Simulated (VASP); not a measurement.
# Al12NO in VASP: notebook

One slab, Al12NO, is run at these levels: LDA; tasks: single point.

Everything below comes from runs of VASP 6.6.1. Logs are shortened: lines on timing, memory, paths and dates and some standing lists are left out, and cuts for length are marked.

## (1) Starting point

The cell holds a slab with vacuum, 14 atoms: a = 5.728 Å, b = 5.728 Å, c = 17.677 Å, α = 90.00°, β = 90.00°, γ = 60.00°.

The cell was built by a generator and needn't be a form met in nature.

## (2) Single point, LDA

Contents of INCAR:

```
ALGO = Normal ; EDIFF = 1E-6
ENCUT = 520 ; ISIF = 2
ISMEAR = -1 ; LASPH = True
LCHARG = True ; LELF = True
LREAL = False ; LVHAR = True
LWAVE = False ; NBANDS = 36
NELM = 80 ; PREC = Accurate
SIGMA = 0.1
```

Contents of KPOINTS:

```
k-points
0
Gamma
  2 2 1
```

Contents of POSCAR:

```
Al12NO
1.0
    5.7275650000      0.0000000000      0.0000000000
    2.8637820000      4.9602170000      0.0000000000
    0.0000000000      0.0000000000     17.6765370000
Al N O
12 1 1
Direct
    0.1666684945      0.1666660955      0.0565721668
    0.6666715499      0.1666660955      0.0565721668
    0.1666709227      0.6666643818      0.0565721668
    0.6666739781      0.6666643818      0.0565721668
   -0.1249534281      0.3095832299      0.2055662826
    0.4002383840      0.3290783448      0.1940368750
   -0.1174874237      0.7777885524      0.1863656892
    0.3325491034      0.8386125043      0.1855284211
    0.0758462442     -0.0466915056      0.2908884246
    0.5899502213     -0.0060682829      0.3027233219
   -0.0456458027      0.4361502733      0.3215222529
    0.4048772983      0.5903169156      0.3643643549
    0.7067238457      0.2818626685      0.2836415300
    1.1759341018      0.4772573458      0.3913209923
```

Potentials or basis: VASP PAW LDA potentials, release 64 (Al, N, O).

Launch:

```console
$ cat potpaw_LDA.64/Al/POTCAR potpaw_LDA.64/N/POTCAR potpaw_LDA.64/O/POTCAR > POTCAR
$ mpirun -np 1 vasp_std > vasp.out
```

OUTCAR:

```text
EDIFF = 1E-6
   ENCUT = 520
   ISIF = 2
   ISMEAR = -1
   LASPH = True
   LREAL = False
   NELM = 80
   PREC = Accurate

 ion  position               nearest neighbor table
   1  0.167  0.167  0.057-   8 2.80   4 2.86   2 2.86   3 2.86   3 2.86   2 2.86   4 2.86   5 3.00
                             6 3.13
   2  0.667  0.167  0.057-   6 2.77   1 2.86   3 2.86   4 2.86   4 2.86   3 2.86   1 2.86   7 3.00
                             5 3.16
   3  0.167  0.667  0.057-   7 2.70   8 2.83   4 2.86   2 2.86   1 2.86   1 2.86   2 2.86   4 2.86
                             6 2.97
   4  0.667  0.667  0.057-   8 2.82   7 2.83   1 2.86   3 2.86   2 2.86   2 2.86   3 2.86   1 2.86
                             5 3.18
   5  0.875  0.310  0.206-  13 1.74  11 2.29   9 2.33   6 2.67   8 2.68   7 2.72   1 3.00   7 3.04
                             6 3.07   8 3.09   2 3.16   4 3.18
   6  0.400  0.329  0.194-  13 2.28  10 2.54   5 2.67   8 2.75   2 2.77   7 2.79   3 2.97   7 2.98
                             8 3.03   5 3.07   1 3.13  11 3.23
   7  0.883  0.778  0.186-  10 2.55   9 2.60   3 2.70   5 2.72   8 2.77   6 2.79   4 2.83   6 2.98
                            11 2.98   8 2.99   2 3.00   5 3.04
   8  0.333  0.839  0.186-   9 2.26   5 2.68   6 2.75   7 2.77   1 2.80   4 2.82   3 2.83  10 2.93
                             7 2.99   6 3.03   5 3.09
   9  0.076  0.953  0.291-  13 2.01   8 2.26   5 2.33  12 2.38  11 2.55   7 2.60  10 2.68  10 3.07

  10  0.590  0.994  0.303-  13 2.09   6 2.54   7 2.55   9 2.68  11 2.83   8 2.93   9 3.07  12 3.18
                            12 3.22  11 3.25
  11  0.954  0.436  0.322-  14 1.87  13 2.12   5 2.29   9 2.55  10 2.83  12 2.91   7 2.98  12 3.21
                             6 3.23  10 3.25
  12  0.405  0.590  0.364-  14 1.79  13 2.26   9 2.38  11 2.91  10 3.18  11 3.21  10 3.22
  13  0.707  0.282  0.284-   5 1.74   9 2.01  10 2.09  11 2.12  12 2.26   6 2.28
  14  0.176  0.477  0.391-  12 1.79  11 1.87

  LATTYP: Found a hexagonal cell.
 ALAT       =     5.7275649303
 C/A-ratio  =     3.0862220185

  Lattice vectors:

 A1 = (  -2.8637820000,  -4.9602170000,   0.0000000000)
 A2 = (   5.7275650000,   0.0000000000,   0.0000000000)
 A3 = (   0.0000000000,   0.0000000000,  17.6765370000)

Analysis of symmetry for initial positions (statically):
=====================================================================
 Subroutine PRICEL returns:
 Original cell was already a primitive cell.

 Routine SETGRP: Setting up the symmetry group for a
 hexagonal supercell.

 Subroutine GETGRP returns: Found  1 space group operations
 (whereof  1 operations were pure point group operations)
 out of a pool of 24 trial point group operations.

The static configuration has the point symmetry C_1 .

Analysis of symmetry for dynamics (positions and initial velocities):
=====================================================================
 Subroutine PRICEL returns:
 Original cell was already a primitive cell.

 Routine SETGRP: Setting up the symmetry group for a
 hexagonal supercell.

 Subroutine GETGRP returns: Found  1 space group operations
 (whereof  1 operations were pure point group operations)
 out of a pool of 24 trial point group operations.

The dynamic configuration has the point symmetry C_1 .

 Subroutine INISYM returns: Found  1 space group operations
 (whereof  1 operations are pure point group operations),
 and found     1 'primitive' translations

----------------------------------------------------------------------------------------

                                     Primitive cell

  volume of cell :     502.1898

  direct lattice vectors                    reciprocal lattice vectors
     5.727565000  0.000000000  0.000000000     0.174594265 -0.100802024  0.000000000
     2.863782000  4.960217000  0.000000000     0.000000000  0.201604083  0.000000000
     0.000000000  0.000000000 17.676537000     0.000000000  0.000000000  0.056572167

  length of vectors
     5.727565000  5.727564930 17.676537000     0.201604081  0.201604083  0.056572167

  position of ions in fractional coordinates (direct lattice)
     0.166668495  0.166666095  0.056572167
     0.666671550  0.166666095  0.056572167
     0.166670923  0.666664382  0.056572167
     0.666673978  0.666664382  0.056572167
     0.875046572  0.309583230  0.205566283
     0.400238384  0.329078345  0.194036875
     0.882512576  0.777788552  0.186365689
     0.332549103  0.838612504  0.185528421
     0.075846244  0.953308494  0.290888425
     0.589950221  0.993931717  0.302723322
     0.954354197  0.436150273  0.321522253
     0.404877298  0.590316916  0.364364355
     0.706723846  0.281862668  0.283641530
[... 27 lines left out ...]
 Generating k-lattice:

  Cartesian coordinates                     Fractional coordinates (reciprocal lattice)
     0.087297132 -0.050401012  0.000000000     0.500000000  0.000000000  0.000000000
     0.000000000  0.100802042  0.000000000     0.000000000  0.500000000  0.000000000
     0.000000000  0.000000000  0.056572167     0.000000000  0.000000000  1.000000000

  Length of vectors
     0.100802040  0.100802042  0.056572167

  Shift w.r.t. Gamma in fractional coordinates (k-lattice)
     0.000000000  0.000000000  0.000000000

 Subroutine IBZKPT returns following result:
 ===========================================

 Found      4 irreducible k-points:

 Following reciprocal coordinates:
            Coordinates               Weight
  0.000000  0.000000  0.000000      1.000000
  0.500000 -0.000000  0.000000      1.000000
  0.500000  0.500000  0.000000      1.000000
  0.000000  0.500000  0.000000      1.000000
   k-points           NKPTS =      4   k-points in BZ     NKDIM =      4   number of bands    NBANDS=     36
   number of dos      NEDOS =    301   number of ions     NIONS =     14
   total plane-waves  NPLWV = 322560
   dimension x,y,z NGX =    48 NGY =   48 NGZ =  140
   dimension x,y,z NGXF=    96 NGYF=   96 NGZF=  280
   ions per type =              12   1   1
   NGX,Y,Z   is equivalent  to a cutoff of  13.93, 13.93, 13.17 a.u.
   NGXF,Y,Z  is equivalent  to a cutoff of  27.86, 27.86, 26.33 a.u.
 SYSTEM =  unknown system
   PREC   = accura    normal or accurate (medium, high low for compatibility)
   ISTART =      0    job   : 0-new  1-cont  2-samecut
   ICHARG =      2    charge: 1-file 2-atom 10-const
   ISPIN  =      1    spin polarized calculation?
   LNONCOLLINEAR =      F non collinear calculations
   LSORBIT =      F    spin-orbit coupling
   LASPH  =      T    aspherical Exc in radial PAW
   ENCUT  =  520.0 eV  38.22 Ry    6.18 a.u.  10.65 10.65 32.87*2*pi/ulx,y,z
   NELM   =     80;   NELMIN=  2; NELMDL= -5     # of ELM steps
   EDIFF  = 0.1E-05   stopping-criterion for ELM
   LREAL  =      F    real-space projection
[... 7 lines left out ...]
   TEBEG  =    0.0;   TEEND  =   0.0 temperature during run
   PSTRESS=    0.0 pullay stress
   NELECT =      47.0000    total number of electrons
   NUPDOWN=      -1.0000    fix difference up-down
   EMIN   =  10.00;   EMAX   =-10.00  energy-range for DOS
   EFERMI =   0.00;   METHOD = LEGACY
   ISMEAR =    -1;   SIGMA  =   0.10  broadening in eV -4-tet -1-fermi 0-gaus
   EFERMI_NEDOS =   21; number of points for ismear=-14 and -15
   IALGO  =     38    algorithm
   IMIX   =      4    mixing-type and parameters
     AMIX     =   0.40;   BMIX     =  1.00
     AMIX_MAG =   1.60;   BMIX_MAG =  1.00
  volume/ion in A,a.u.               =      35.87       242.07
  Fermi-wavevector in a.u.,A,eV,Ry     =   0.743278  1.404592  7.516712  0.552463
  Thomas-Fermi vector in A             =   1.838356
   LORBIT       =      0    0 simple, 1 ext, 2 COOP (PROOUT), +10 PAW based schemes
   GGA     = CA    functional components
   LHFCALC =     F    Hartree Fock is set to
   AEXX    =    0.0000 exact exchange contribution
   IVDW    =     0    specifies the selected vdW correction
   LEPSILON=     F    determine dielectric tensor
   LRPA    =     F    only Hartree local field effects (RPA)
 non-spin polarized calculation
  energy-cutoff  :      520.00
  volume of cell :      502.19
 maximum number of plane-waves:     13577
 NGX is ok and might be reduce to    48
   NGX = 21   NGY = 21   NGZ = 65

 number of electron      46.9999999 magnetization

 Free energy of the ion-electron system (eV)
  ---------------------------------------------------
  ext. energy  EPLUGINS =         0.00000000
  ---------------------------------------------------
  free energy    TOTEN  =       -61.62234587 eV

  energy without entropy =      -61.35475717  energy(sigma->0) =      -61.48855152

 E-fermi :   0.7202     XC(G=0):  -5.3682

 val. band max:        0.6965805425   @ k =   0.0000   0.5000   0.0000
 cond. band min:       0.7557316909   @ k =   0.5000  -0.0000   0.0000
 fundamental gap:      0.0591511484
 Fermi energy:         0.7201803863

 k-point     1 :       0.0000    0.0000    0.0000
  band No.  band energies     occupation
      1     -17.3065      2.00000
      2     -15.8864      2.00000
      3      -9.4763      2.00000
      4      -7.4546      2.00000
      5      -7.2073      2.00000
      6      -6.4525      2.00000
[... 141 lines left out ...]
     34       3.6280      0.00000
     35       3.8850      0.00000
 [bands above 35 left out]

------------------------ aborting loop because EDIFF is reached ----------------------------------------

  FORCE on cell =-STRESS in cart. coord.  units (eV):
  Direction    XX          YY          ZZ          XY          YZ          ZX
  --------------------------------------------------------------------------------------
  -------------------------------------------------------------------------------------
  Total       -5.6086929     -0.8299747     14.8804683      0.2566972     -0.7810729     -2.2005933
  in kB      -17.8938731     -2.6479363     47.4743788      0.8189621     -2.4919210     -7.0207333
  external PRESSURE =       8.9775231 kB  Pullay stress =       0.0000000 kB

 VOLUME and BASIS-vectors are now :
 -----------------------------------------------------------------------------
  energy-cutoff  :      520.00
  volume of cell :      502.19
      direct lattice vectors                 reciprocal lattice vectors
     5.727565000  0.000000000  0.000000000     0.174594265 -0.100802024  0.000000000
     2.863782000  4.960217000  0.000000000     0.000000000  0.201604083  0.000000000
     0.000000000  0.000000000 17.676537000     0.000000000  0.000000000  0.056572167

 POSITION                                       TOTAL-FORCE (eV/Angst)
 -----------------------------------------------------------------------------------
      1.43190      0.82670      1.00000        -0.144936      0.049274     -0.309448
      4.29570      0.82670      1.00000         0.230641      0.072158      0.187886
      2.86380      3.30680      1.00000         0.025730     -0.141477     -0.518386
      5.72760      3.30680      1.00000        -0.074105     -0.225193     -0.230966
      5.89846      1.53560      3.63370         0.919906      1.158429     -5.906528
      3.23480      1.63230      3.42990         0.069745      0.259636     -0.175839
      7.28207      3.85800      3.29430        -0.501344     -0.511110     -0.066183
      4.30630      4.15970      3.27950         1.508389     -0.766353     -1.596801
      3.16448      4.72862      5.14190        -1.273070     -0.096422      2.544182
      6.22538      4.93012      5.35110        -0.752527     -0.136219      0.699181
      6.71517      2.16340      5.68340         2.509946      1.872061      3.228741
      4.00950      2.92810      6.44070        -0.553559     -1.417976      0.039736
      4.85500      1.39810      5.01380        -2.284945      0.479519      3.501994
      2.37444      2.36730      6.91720         0.320129     -0.596327     -1.397570
 -----------------------------------------------------------------------------------
    total drift:                               -0.000086     -0.000533     -0.000075

  FREE ENERGIE OF THE ION-ELECTRON SYSTEM (eV)
  ---------------------------------------------------
  free  energy   TOTEN  =       -61.6223458743 eV

  energy  without entropy=      -61.3547571747  energy(sigma->0) =      -61.48855152
```

Run time: 2.2 min. Hardware: 1 thread of AMD EPYC 9R45 (Zen 5), shared host; peak memory 0.47 GiB.

What came out:

```yaml
Free_energy: -61.6223 eV
Largest_force: 6.089 eV/Å
Band_gap_on_the_k_mesh: none (metal or under the smearing width)
```

Forces in eV/Å, atoms in the order of the input:
```
Al  -0.145  0.049 -0.309
Al   0.231  0.072  0.188
Al   0.026 -0.141 -0.518
Al  -0.074 -0.225 -0.231
Al   0.920  1.158 -5.907
Al   0.070  0.260 -0.176
Al  -0.501 -0.511 -0.066
Al   1.508 -0.766 -1.597
Al  -1.273 -0.096  2.544
Al  -0.753 -0.136  0.699
Al   2.510  1.872  3.229
Al  -0.554 -1.418  0.040
N   -2.285  0.480  3.502
O    0.320 -0.596 -1.398
```

Levels at points of the mesh, in eV from the Fermi level:
```tsv
k point	band 20	band 21	band 22	band 23	band 24	band 25	band 26	band 27
(0.00, 0.00, 0.00)	-2.37	-1.96	-1.23	-0.89	-0.40	-0.11	0.18	0.41
(0.50, 0.00, 0.00)	-0.93	-0.69	-0.43	-0.09	0.04	0.40	0.61	0.70
(0.50, 0.50, 0.00)	-1.17	-0.72	-0.35	-0.21	0.08	0.36	0.50	0.68
(0.00, 0.50, 0.00)	-1.39	-0.93	-0.48	-0.02	0.15	0.29	0.58	1.18
```

Caveat: the k mesh is coarse (spacing up to 0.63 Å⁻¹), so the values aren't converged; an odd number of electrons without spin polarisation forces a metal; a magnetic or distorted state may lie lower.

## (3) Single point, LDA

Contents of INCAR:

```
  PREC = Accurate
  ENCUT = 520
  EDIFF = 1E-7
  ISMEAR = -1
  SIGMA = 0.1
  LREAL = F
  LASPH = T
  NELM = 80
  ALGO = Normal
  ISIF = 2
  LWAVE = F
  LCHARG = F
  GGA = CA
  NBANDS = 36
```

Contents of KPOINTS:

```
Automatic mesh
0
Gamma
  2 2 1
```

Contents of POSCAR:

```
Al12NO
1.0
    5.7275650000      0.0000000000      0.0000000000
    2.8637820000      4.9602170000      0.0000000000
    0.0000000000      0.0000000000     17.6765370000
Al N O
12 1 1
Direct
    0.1666684945      0.1666660955      0.0565721668
    0.6666715499      0.1666660955      0.0565721668
    0.1666709227      0.6666643818      0.0565721668
    0.6666739781      0.6666643818      0.0565721668
   -0.1018182020      0.3146434924      0.2777919680
    0.4278003961      0.3064986875      0.2342879717
   -0.0740467696      0.8261130511      0.2968285021
    0.3422879861      0.8679862192      0.2367828042
    0.0688010176      0.1467072912      0.4684231985
    0.6956199433     -0.0148783813      0.5393307524
   -0.4960584409      0.4880633246      0.5872926354
    0.1314828007      0.6121707982      0.4778764076
    0.8120179247      0.2864794020      0.5262229813
    1.3131076130      0.2861568355      0.4880141399
```

Potentials or basis: VASP PAW LDA potentials, release 64 (Al, N, O).

Launch:

```console
$ cat potpaw_LDA.64/Al/POTCAR potpaw_LDA.64/N/POTCAR potpaw_LDA.64/O/POTCAR > POTCAR
$ mpirun -np 1 vasp_std > vasp.out
```

Run time: 1.9 min. Hardware: 1 thread of AMD EPYC 9R45 (Zen 5), shared host; peak memory 0.47 GiB.

The run converged. Its results:

| Item | Value |
| --- | --- |
| Free energy | -61.2527 eV |
| Largest force | 6.087 eV/Å |
| Band gap on the k mesh | none (metal or under the smearing width) |

Forces in eV/Å, atoms in the order of the input:
```
Al   0.044 -0.104  0.298
Al  -0.062  0.096  0.309
Al   0.098 -0.067  0.315
Al  -0.094  0.079  0.258
Al   0.241  0.908  0.263
Al  -0.138  0.239 -0.010
Al  -0.533 -0.564  0.087
Al   0.720 -0.744 -0.191
Al   3.430 -1.677 -2.400
Al   0.456  1.696 -0.719
Al   1.582 -0.190 -0.854
Al  -0.108  3.516 -0.741
N   -4.886  1.298  3.391
O   -0.750 -4.485 -0.007
```

Levels at points of the mesh, in eV from the Fermi level:
| k point | band 20 | band 21 | band 22 | band 23 | band 24 | band 25 |
| --- | --- | --- | --- | --- | --- | --- |
| (0.00, 0.00, 0.00) | -2.26 | -2.12 | -1.81 | -1.77 | -1.55 | -1.21 |
| (0.50, 0.00, 0.00) | -1.67 | -1.11 | -0.14 | 0.09 | 0.21 | 0.74 |
| (0.50, 0.50, 0.00) | -1.34 | -1.02 | -0.45 | -0.05 | 0.61 | 0.73 |
| (0.00, 0.50, 0.00) | -1.50 | -0.95 | -0.59 | 0.15 | 0.44 | 0.71 |

Caveat: the k mesh is coarse (spacing up to 0.63 Å⁻¹), so the values aren't converged; an odd number of electrons without spin polarisation forces a metal; a magnetic or distorted state may lie lower.

## (4) Single point, LDA

Contents of INCAR:

```
SYSTEM = Al12NO
PREC     = Accurate       ! precision mode
ENCUT    = 520            ! plane-wave cutoff, eV
EDIFF    = 1E-7           ! SCF threshold, eV
ISMEAR   = -1             ! smearing method
SIGMA    = 0.1            ! smearing width, eV
LREAL    = .False.        ! projectors in reciprocal space
LASPH    = .True.         ! aspherical terms in the spheres
NELM     = 80             ! most SCF steps
ALGO     = Normal         ! electronic algorithm
ISIF     = 2              ! what is computed and relaxed
LWAVE    = .False.        ! write WAVECAR
LCHARG   = .False.        ! write CHGCAR
GGA      = CA             ! functional
NBANDS   = 36             ! bands
```

Contents of KPOINTS:

```
regular mesh
0
Gamma
  2 2 1
  0 0 0
```

Contents of POSCAR:

```
Al12NO
1.0
    5.7275650000      0.0000000000      0.0000000000
    2.8637820000      4.9602170000      0.0000000000
    0.0000000000      0.0000000000     17.6765370000
Al N O
12 1 1
Direct
    0.1666684945      0.1666660955      0.0565721668
    0.6666715499      0.1666660955      0.0565721668
    0.1666709227      0.6666643818      0.0565721668
    0.6666739781      0.6666643818      0.0565721668
    0.1619435196      0.0491510754      0.2895646359
    0.7011800488      0.1450339773      0.2334620180
    0.1275395686      0.5888048849      0.2700868388
    0.6997009993      0.5817890629      0.3103266211
   -0.1612376198      0.3535530804      0.4877143074
    0.4327718514      0.1969671891      0.4911821812
   -0.8175686719      0.8391971561      0.4122640085
   -0.2637820405      0.8360722928      0.4127335575
    0.5243162825      0.4494561427      0.4536069480
    1.0370220326      0.4777210352      0.4495337520
```

Launch:

```console
$ cat potpaw_LDA.64/Al/POTCAR potpaw_LDA.64/N/POTCAR potpaw_LDA.64/O/POTCAR > POTCAR
$ mpirun -np 1 vasp_std > vasp.out
```

Run time: 1.9 min. Hardware: 1 thread of AMD EPYC 9R45 (Zen 5), shared host; peak memory 0.48 GiB.

The run converged. Its results:

- Free energy: -61.5867 eV
- Largest force: 3.690 eV/Å
- Band gap on the k mesh: none (metal or under the smearing width)

Forces in eV/Å, atoms in the order of the input:
```
Al  -0.058  0.151  0.174
Al   0.032  0.009  0.565
Al  -0.150 -0.059  0.243
Al   0.158 -0.098  0.174
Al   1.082  0.447 -1.221
Al  -0.920 -0.002 -0.545
Al   0.945 -0.232 -0.640
Al  -1.759 -0.521 -1.375
Al   1.584 -1.924  0.147
Al  -1.055  2.872 -0.536
Al   1.420 -2.226  2.578
Al   0.868 -1.156  0.614
N   -2.085  2.099 -0.649
O   -0.061  0.640  0.470
```

Levels at points of the mesh, in eV from the Fermi level:
| k point | band 19 | band 20 | band 21 | band 22 | band 23 | band 24 | band 25 | band 26 |
| --- | --- | --- | --- | --- | --- | --- | --- | --- |
| (0.00, 0.00, 0.00) | -2.66 | -2.57 | -2.51 | -2.24 | -1.94 | -1.73 | -1.35 | -0.59 |
| (0.50, 0.00, 0.00) | -1.61 | -1.45 | -0.68 | -0.44 | 0.18 | 0.35 | 0.86 | 1.00 |
| (0.50, 0.50, 0.00) | -1.80 | -1.40 | -0.76 | -0.59 | 0.23 | 0.27 | 0.58 | 0.69 |
| (0.00, 0.50, 0.00) | -1.64 | -1.56 | -1.20 | -0.85 | -0.24 | 0.18 | 0.50 | 0.94 |

Caveat: the k mesh is coarse (spacing up to 0.63 Å⁻¹), so the values aren't converged; an odd number of electrons without spin polarisation forces a metal; a magnetic or distorted state may lie lower.
